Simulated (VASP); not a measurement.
The system is N2, in a box.

```
N
1.0
    11.44147    0.00000    0.00000
     0.00000   11.94147    0.00000
     0.00000    0.00000   12.44147
N
2
Cartesian
  5.9663 6.1608 5.7500
  5.4667 5.8758 6.7077
```

Base run:

| Quantity | Value |
| --- | --- |
| Program | VASP 6.6.1 |
| Functional | PBE |
| Dispersion | D3(BJ) |
| Potentials or basis | VASP PAW PBE potentials, release 64 (N) |
| Cutoff | 400 eV |
| k mesh | 1 × 1 × 1 |
| Occupations | gaussian, width 0.01 eV |
| Spin | no spin polarisation |

Its results: gap between the frontier levels 8.17 eV.

Task: The run is repeated on the same cell with these changes: functional from PBE to RPBE; further incar settings from ALGO = Normal; EDIFF = 1e-07; NBANDS = 12; ISYM = 0; IBRION = 5; POTIM = 0.015; NSW = 1 to ALGO = Normal; EDIFF = 1e-06; NBANDS = 12; ISYM = 0. What comes out?

Result: Gap between the frontier levels 8.05 eV.

Caveats: the standard files for N, O and F lose accuracy on very short bonds; some modes are imaginary (some runs).

A k mesh can miss the band edges.

Not every run made on this cell is shown here.
